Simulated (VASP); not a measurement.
Wanted: the native input for a VASP 6.6.1 run.

```
Task                   : relaxation of cell and atoms
Functional             : PBE
Potentials or basis    : VASP PAW PBE potentials, release 64 (Al, Bi_d, O)
Cutoff                 : 520 eV
k mesh                 : 4 × 4 × 3
Occupations            : gaussian, width 0.15 eV
Spin                   : no spin polarisation
Further INCAR settings : PREC = Normal; ALGO = Fast; EDIFF = 0.0001; IBRION = 2; EDIFFG = -0.08; NSW = 24; ISIF = 3
```

The structure of Al3BiO3 lies in POSCAR:

```
Al3BiO3
1.0
    4.5876064600      0.0000000000      0.0000000000
   -2.2938032300      3.9729837400      0.0000000000
    0.0000000000      0.0000000000      5.8326144900
Al Bi O
3 1 3
Direct
    0.3333333300      0.6666666700      0.7467192100
    0.6666666700      0.3333333300      0.2532807900
    0.0000000000      0.0000000000      0.0000000000
    0.0000000000      0.0000000000      0.5000000000
    0.5000000000      0.0000000000      0.0000000000
    0.0000000000      0.5000000000      0.0000000000
    0.5000000000      0.5000000000      0.0000000000
```

The cell was built by a generator and needn't be a form met in nature.

The input as run:

INCAR

```
ALGO = Fast
EDIFF = 1E-4
EDIFFG = -0.08
ENCUT = 520
GGA = PE
IBRION = 2
ISIF = 3
ISMEAR = 0
LASPH = True
LCHARG = False
LREAL = False
LWAVE = False
NELM = 60
NSW = 24
PREC = Normal
SIGMA = 0.15
```

KPOINTS

```
k-points
0
Gamma
  4 4 3
```

Potentials or basis: VASP PAW PBE potentials, release 64 (Al, Bi_d, O).

The run is started by

```bash
$ cat potpaw_PBE.64/Al/POTCAR potpaw_PBE.64/Bi_d/POTCAR potpaw_PBE.64/O/POTCAR > POTCAR
$ mpirun -np 1 vasp_std > vasp.out
```

Results of the run:

```
Relaxed volume                         : 21.63 Å³/atom
Relaxed cell                           : a = 5.681 Å, b = 5.681 Å, c = 5.417 Å, α = 90.00°, β = 90.00°, γ = 120.00°
Space group after relaxing (to 0.05 Å) : P-3m1 (No. 164)
Energy gained by relaxing              : 542.4 meV/atom
Ionic steps                            : 24
Pressure after relaxing                : 0.4 GPa
Largest force after relaxing           : 0.033 eV/Å
Band gap on the k mesh                 : none (metal or under the smearing width)
```

Caveat: the k mesh is coarse (spacing up to 0.40 Å⁻¹), so the values aren't converged; the volume moved by over 15 % at a fixed basis, so the end points are rough; spin-orbit coupling is left out, which moves the levels of the heavy elements.

Wall time 120 s on 1 thread of Intel(R) Xeon(R) 6975P-C (Granite Rapids), on a shared host, peak memory 0.18 GiB.
